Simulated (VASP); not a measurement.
# VSe2 (P-3m1) in VASP: single point with LDA+U

Aim: the single point of VSe2 with LDA+U.

All numbers are computed with VASP 6.6.1; they aren't measurements. Logs are shortened: lines on timing, memory, paths and dates and some standing lists are left out, and cuts for length are marked.

### 1 The structure

The structure is trigonal, space group P-3m1 (No. 164). The conventional cell has a = 3.355 Å, b = 3.355 Å, c = 6.134 Å, α = 90.00°, β = 90.00°, γ = 120.00°. V (site symmetry -3m) has 6 Se at 2.47 Å as nearest neighbours. Se (site symmetry 3m) is surrounded by 3 V at 2.47 Å.

### 2 Single point, LDA+U

Contents of INCAR:

```
SYSTEM = VSe2
PREC = Accurate
ENCUT = 520
EDIFF = 1E-6
ISMEAR = 0
SIGMA = 0.05
LREAL = .FALSE.
LASPH = .TRUE.
NELM = 150
ALGO = Normal
ISIF = 2
LWAVE = .FALSE.
LCHARG = .FALSE.
LMAXMIX = 4
LDAU = .TRUE.
LDAUTYPE = 2
LDAUL = 2 -1
LDAUU = 4 0
LDAUJ = 0 0
LDAUPRINT = 1
GGA = CA
NBANDS = 20
```

Contents of KPOINTS:

```
Automatic mesh
0
G
  7 7 3
  0 0 0
```

Contents of POSCAR:

```
VSe2
1.0
    3.3550015500      0.0000000000      0.0000000000
   -1.6775007700      2.9055165700      0.0000000000
    0.0000000000      0.0000000000      6.1339990500
V Se
1 2
Direct
    0.0000000000      0.0000000000      0.0000000000
    0.3333333333      0.6666666667      0.2500000000
    0.6666666667      0.3333333333      0.7500000000
```

Potentials or basis: VASP PAW LDA potentials, release 64 (V_sv, Se).

Run with:

```
> cat potpaw_LDA.64/V_sv/POTCAR potpaw_LDA.64/Se/POTCAR > POTCAR
> mpirun -np 1 vasp_std > vasp.out
```

OUTCAR:

```text
SYSTEM = VSe2
   PREC = Accurate
   ENCUT = 520
   EDIFF = 1E-6
   ISMEAR = 0
   LREAL = .FALSE.
   LASPH = .TRUE.
   NELM = 150
   ISIF = 2
   GGA = CA

 ion  position               nearest neighbor table
   1  0.000  0.000  0.000-   2 2.47   3 2.47   2 2.47   3 2.47   3 2.47   2 2.47
   2  0.333  0.667  0.250-   1 2.47   1 2.47   1 2.47
   3  0.667  0.333  0.750-   1 2.47   1 2.47   1 2.47

  LATTYP: Found a hexagonal cell.
 ALAT       =     3.3550015500
 C/A-ratio  =     1.8283148185

  Lattice vectors:

 A1 = (   3.3550015500,   0.0000000000,   0.0000000000)
 A2 = (  -1.6775007700,   2.9055165700,   0.0000000000)
 A3 = (   0.0000000000,   0.0000000000,   6.1339990500)

Analysis of symmetry for initial positions (statically):
=====================================================================
 Subroutine PRICEL returns:
 Original cell was already a primitive cell.

 Routine SETGRP: Setting up the symmetry group for a
 hexagonal supercell.

 Subroutine GETGRP returns: Found 12 space group operations
 (whereof 12 operations were pure point group operations)
 out of a pool of 24 trial point group operations.

The static configuration has the point symmetry D_3d.

Analysis of symmetry for dynamics (positions and initial velocities):
=====================================================================
 Subroutine PRICEL returns:
 Original cell was already a primitive cell.

 Routine SETGRP: Setting up the symmetry group for a
 hexagonal supercell.

 Subroutine GETGRP returns: Found 12 space group operations
 (whereof 12 operations were pure point group operations)
 out of a pool of 24 trial point group operations.

The dynamic configuration has the point symmetry D_3d.

 Subroutine INISYM returns: Found 12 space group operations
 (whereof 12 operations are pure point group operations),
 and found     1 'primitive' translations

----------------------------------------------------------------------------------------

                                     Primitive cell

  volume of cell :      59.7943

  direct lattice vectors                    reciprocal lattice vectors
     3.355001550  0.000000000  0.000000000     0.298062455  0.172086438  0.000000000
    -1.677500770  2.905516570  0.000000000     0.000000000  0.344172878  0.000000000
     0.000000000  0.000000000  6.133999050     0.000000000  0.000000000  0.163025783

  length of vectors
     3.355001550  3.355001546  6.133999050     0.344172878  0.344172878  0.163025783

  position of ions in fractional coordinates (direct lattice)
     0.000000000  0.000000000  0.000000000
     0.333333333  0.666666667  0.250000000
     0.666666667  0.333333333  0.750000000

  ion indices of the primitive-cell ions
   primitive index   ion index
                 1           1
                 2           2
                 3           3

----------------------------------------------------------------------------------------

 KPOINTS: Automatic mesh

Automatic generation of k-mesh.
 Grid dimensions read from file:
 generate k-points for:    7    7    3

 Generating k-lattice:

  Cartesian coordinates                     Fractional coordinates (reciprocal lattice)
     0.042580351  0.024583777  0.000000000     0.142857143 -0.000000000  0.000000000
     0.000000000  0.049167554  0.000000000     0.000000000  0.142857143  0.000000000
     0.000000000  0.000000000  0.054341928     0.000000000  0.000000000  0.333333333

  Length of vectors
     0.049167554  0.049167554  0.054341928

[... 35 lines left out ...]
   ions per type =               1   2
   NGX,Y,Z   is equivalent  to a cutoff of  13.87, 13.87, 13.01 a.u.
   NGXF,Y,Z  is equivalent  to a cutoff of  27.75, 27.75, 26.02 a.u.
 SYSTEM =  VSe2
   PREC   = accura    normal or accurate (medium, high low for compatibility)
   ISTART =      0    job   : 0-new  1-cont  2-samecut
   ICHARG =      2    charge: 1-file 2-atom 10-const
   ISPIN  =      1    spin polarized calculation?
   LNONCOLLINEAR =      F non collinear calculations
   LSORBIT =      F    spin-orbit coupling
   LASPH  =      T    aspherical Exc in radial PAW
   ENCUT  =  520.0 eV  38.22 Ry    6.18 a.u.   6.24  6.24 11.41*2*pi/ulx,y,z
   NELM   =    150;   NELMIN=  2; NELMDL= -5     # of ELM steps
   EDIFF  = 0.1E-05   stopping-criterion for ELM
   LREAL  =      F    real-space projection
   EDIFFG = 0.1E-04   stopping-criterion for IOM
   NSW    =      0    number of steps for IOM
   IBRION =     -1    ionic relax: 0-MD 1-quasi-New 2-CG
   NFREE  =      0    steps in history (QN), initial steepest desc. (CG)
   ISIF   =      2    stress and relaxation
   ISYM   =      2    0-nonsym 1-usesym 2-fastsym
   POTIM  = 0.5000    time-step for ionic-motion
   TEBEG  =    0.0;   TEEND  =   0.0 temperature during run
   PSTRESS=    0.0 pullay stress
   NELECT =      25.0000    total number of electrons
   NUPDOWN=      -1.0000    fix difference up-down
   EMIN   =  10.00;   EMAX   =-10.00  energy-range for DOS
   EFERMI =   0.00;   METHOD = LEGACY
   ISMEAR =     0;   SIGMA  =   0.05  broadening in eV -4-tet -1-fermi 0-gaus
   EFERMI_NEDOS =   21; number of points for ismear=-14 and -15
   IALGO  =     38    algorithm
   IMIX   =      4    mixing-type and parameters
     AMIX     =   0.40;   BMIX     =  1.00
     AMIX_MAG =   1.60;   BMIX_MAG =  1.00
  volume/ion in A,a.u.               =      19.93       134.50
  Fermi-wavevector in a.u.,A,eV,Ry     =   1.224151  2.313309 20.388944  1.498545
  Thomas-Fermi vector in A             =   2.359236
   LORBIT       =      0    0 simple, 1 ext, 2 COOP (PROOUT), +10 PAW based schemes
 LDA+U is selected, type is set to LDAUTYPE =  2
   angular momentum for each species LDAUL =     2   -1
   U (eV)           for each species LDAUU =   4.0  0.0
   J (eV)           for each species LDAUJ =   0.0  0.0
   GGA     = CA    functional components
   LHFCALC =     F    Hartree Fock is set to
   AEXX    =    0.0000 exact exchange contribution
   IVDW    =     0    specifies the selected vdW correction
   LEPSILON=     F    determine dielectric tensor
   LRPA    =     F    only Hartree local field effects (RPA)
 non-spin polarized calculation
 Gauss-broadening in eV      SIGMA  =   0.05
  energy-cutoff  :      520.00
  volume of cell :       59.79
 maximum number of plane-waves:      1624
 NGX is ok and might be reduce to    28
   NGX = 13   NGY = 13   NGZ = 23

atom =   1  type =  1  l = 2

 onsite density matrix

spin component  1

  0.2544  0.0000 -0.0000 -0.0148  0.0000
  0.0000  0.3913  0.0000  0.0000 -0.0148
 -0.0000  0.0000  0.2047  0.0000 -0.0000
 -0.0148  0.0000  0.0000  0.3913 -0.0000
  0.0000 -0.0148 -0.0000 -0.0000  0.2544

spin component  2

  0.2544  0.0000 -0.0000 -0.0148  0.0000
  0.0000  0.3913  0.0000  0.0000 -0.0148
 -0.0000  0.0000  0.2047  0.0000 -0.0000
 -0.0148  0.0000  0.0000  0.3913 -0.0000
  0.0000 -0.0148 -0.0000 -0.0000  0.2544

 occupancies and eigenvectors

  o =  0.2047  v = -0.0000 -0.0000 -1.0000 -0.0000 -0.0000  0.0000  0.0000  0.0000  0.0000  0.0000      0.0000  0.0000  0.0000  0.0000  0.0000  0.0000  0.0000  0.0000  0.0000  0.0000
  o =  0.2047  v =  0.0000  0.0000  0.0000  0.0000  0.0000 -0.0000 -0.0000 -1.0000 -0.0000 -0.0000      0.0000  0.0000  0.0000  0.0000  0.0000  0.0000  0.0000  0.0000  0.0000  0.0000
  o =  0.2528  v =  0.5549 -0.0884 -0.0000  0.0594 -0.8251  0.0000  0.0000  0.0000  0.0000  0.0000      0.0000  0.0000  0.0000  0.0000  0.0000  0.0000  0.0000  0.0000  0.0000  0.0000
  o =  0.2528  v =  0.0000  0.0000  0.0000  0.0000  0.0000  0.5549 -0.0884 -0.0000  0.0594 -0.8251      0.0000  0.0000  0.0000  0.0000  0.0000  0.0000  0.0000  0.0000  0.0000  0.0000
  o =  0.2528  v =  0.0000  0.0000  0.0000  0.0000  0.0000 -0.8251 -0.0594  0.0000 -0.0884 -0.5549      0.0000  0.0000  0.0000  0.0000  0.0000  0.0000  0.0000  0.0000  0.0000  0.0000
  o =  0.2528  v = -0.8251 -0.0594  0.0000 -0.0884 -0.5549  0.0000  0.0000  0.0000  0.0000  0.0000      0.0000  0.0000  0.0000  0.0000  0.0000  0.0000  0.0000  0.0000  0.0000  0.0000
  o =  0.3929  v =  0.0000  0.0000  0.0000  0.0000  0.0000 -0.0594 -0.8251  0.0000  0.5549  0.0884      0.0000  0.0000  0.0000  0.0000  0.0000  0.0000  0.0000  0.0000  0.0000  0.0000
  o =  0.3929  v = -0.0594 -0.8251  0.0000  0.5549  0.0884  0.0000  0.0000  0.0000  0.0000  0.0000      0.0000  0.0000  0.0000  0.0000  0.0000  0.0000  0.0000  0.0000  0.0000  0.0000
  o =  0.3929  v =  0.0000  0.0000  0.0000  0.0000  0.0000 -0.0884  0.5549  0.0000  0.8251 -0.0594      0.0000  0.0000  0.0000  0.0000  0.0000  0.0000  0.0000  0.0000  0.0000  0.0000
  o =  0.3929  v = -0.0884  0.5549  0.0000  0.8251 -0.0594  0.0000  0.0000  0.0000  0.0000  0.0000      0.0000  0.0000  0.0000  0.0000  0.0000  0.0000  0.0000  0.0000  0.0000  0.0000

 number of electron      25.0000001 magnetization

 Free energy of the ion-electron system (eV)
  ---------------------------------------------------
  ext. energy  EPLUGINS =         0.00000000
  ---------------------------------------------------
  free energy    TOTEN  =       -16.22023126 eV

  energy without entropy =      -16.21386843  energy(sigma->0) =      -16.21704984

 E-fermi :   5.6625     XC(G=0): -10.6707

 val. band max:        5.6461992443   @ k =   0.4286   0.1429   0.3333
 cond. band min:       5.7227805017   @ k =   0.0000   0.0000   0.0000
 fundamental gap:      0.0765812574
 Fermi energy:         5.6625420978

 k-point     1 :       0.0000    0.0000    0.0000
  band No.  band energies     occupation
      1     -59.1553      2.00000
      2     -33.4312      2.00000
      3     -33.4312      2.00000
      4     -33.2982      2.00000
      5      -9.1939      2.00000
      6      -7.7471      2.00000
[... 449 lines left out ...]
     19      12.3404      0.00000
     20      13.2223      0.00000

------------------------ aborting loop because EDIFF is reached ----------------------------------------

  FORCE on cell =-STRESS in cart. coord.  units (eV):
  Direction    XX          YY          ZZ          XY          YZ          ZX
  --------------------------------------------------------------------------------------
  -------------------------------------------------------------------------------------
  Total       -1.0356250     -1.0356250     -0.1739128     -0.0000000      0.0000000     -0.0000000
  in kB      -27.7493831    -27.7493830     -4.6599617     -0.0000000      0.0000000     -0.0000000
  external PRESSURE =     -20.0529093 kB  Pullay stress =       0.0000000 kB

 VOLUME and BASIS-vectors are now :
 -----------------------------------------------------------------------------
  energy-cutoff  :      520.00
  volume of cell :       59.79
      direct lattice vectors                 reciprocal lattice vectors
     3.355001550  0.000000000  0.000000000     0.298062455  0.172086438  0.000000000
    -1.677500770  2.905516570  0.000000000     0.000000000  0.344172878  0.000000000
     0.000000000  0.000000000  6.133999050     0.000000000  0.000000000  0.163025783

 POSITION                                       TOTAL-FORCE (eV/Angst)
 -----------------------------------------------------------------------------------
      0.00000      0.00000      0.00000        -0.000000      0.000000     -0.000000
      0.00000      1.93701      1.53350        -0.000000     -0.000000      0.112950
      1.67750      0.96851      4.60050         0.000000      0.000000     -0.112950
 -----------------------------------------------------------------------------------
    total drift:                               -0.000000     -0.000000      0.000000

  FREE ENERGIE OF THE ION-ELECTRON SYSTEM (eV)
  ---------------------------------------------------
  free  energy   TOTEN  =       -16.2202312567 eV

  energy  without entropy=      -16.2138684286  energy(sigma->0) =      -16.21704984
```

Run time: 24 s. Hardware: 1 thread of Intel Xeon Platinum 8488C (Sapphire Rapids), shared host; peak memory 0.16 GiB.

What came out:

- Free energy: -16.2202 eV
- Pressure: -2.0 GPa
- Largest force: 0.113 eV/Å
- Band gap on the k mesh: none (metal or under the smearing width)

Forces in eV/Å, atoms in the order of the input:
```
V    0.000  0.000  0.000
Se   0.000  0.000  0.113
Se   0.000  0.000 -0.113
```

Eigenvalues of the final occupation matrices:
```tsv
site	spin	trace	eigenvalues
site 1 d	1	1.50	0.20 0.25 0.25 0.39 0.39
site 1 d	2	1.50	0.20 0.25 0.25 0.39 0.39
```

Caveat: the run has no spin polarisation, though such a crystal can be magnetic; U without spin polarisation on a metal has little footing.
